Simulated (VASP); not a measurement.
All values below come from PBEsol GGA, VASP's PBE PAW potentials (set 64) (plane waves; VASP).

Input for VASP

### POSCAR
```
HgTe
1
    0.0000000000     2.9316293231     2.9316293231
    2.9316293231     0.0000000000     2.9316293231
    2.9316293231     2.9316293231     0.0000000000
Hg Te
1 1
Direct
  0.0000000000   0.0000000000   0.0000000000
  0.2500000000   0.2500000000   0.2500000000
```

KPOINTS:
```
Automatic mesh
0
Gamma
11 11 11
0 0 0
```

INCAR:
```
# general
SYSTEM  = HgTe
PREC    = Accurate
ENCUT   = 500
LREAL   = .FALSE.
LASPH   = .TRUE.

# electronic loop
EDIFF   = 1E-6
NELM    = 100
ALGO    = Normal
LMAXMIX = 6

# smearing
ISMEAR  = 1
SIGMA   = 0.1

# functional
GGA     = PS

# ions
IBRION  = 2
NSW     = 40
ISIF    = 3
EDIFFG  = -0.02
PSTRESS = 300

# output
LWAVE   = .FALSE.
LCHARG  = .FALSE.
```

POTCAR, in this order: Hg Te (PBE.64 set). Program: vasp_std.

Question: What will the output report for the number of irreducible k-points (NKPTS), largest plane-wave count, number of space-group operations, FFT grid (NGX, NGY, NGZ)?

Answer: 
```
Item                                          Result
--------------------------------------  ------------
number of irreducible k-points (NKPTS)            56
largest plane-wave count                        1303
number of space-group operations                  24
FFT grid (NGX, NGY, NGZ)                30 × 30 × 30
```

The compound is HgTe in the zinc blende structure. It was relaxed first under an external pressure of 30 GPa.
